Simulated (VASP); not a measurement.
Input:

```
CELL_PARAMETERS angstrom
      2.83375     0.00000     0.00000
      0.00000     2.83375     0.00000
      0.00000     0.00000     2.83375
ATOMIC_POSITIONS crystal
  Ga 0.50000 0.50000 0.50000
  Co 0.00000 0.00000 0.00000
```

Calculation: revTPSS meta-GGA, VASP's PBE PAW potentials (set 64) (plane waves; VASP 6.6.1). Run with 520 eV cut-off, 12×12×12 Γ-centred mesh, first-order Methfessel-Paxton smearing of 0.10 eV, potentials Ga_d Co.

**Question.** Predict the energy per atom (σ→0), band gap (on the k-mesh) with the smallest direct gap where there is one.

**Answer.** 
```json
{
 "band gap (on the k-mesh)": "none (metal, semimetal or under 0.01 eV)",
 "energy per atom (σ→0)": "-0.908 eV/atom"
}
```

The compound is CoGa in the CsCl type structure. It was relaxed first. The start is the result of an earlier pass. The run is not spin-polarised, so no magnetic state was tried.
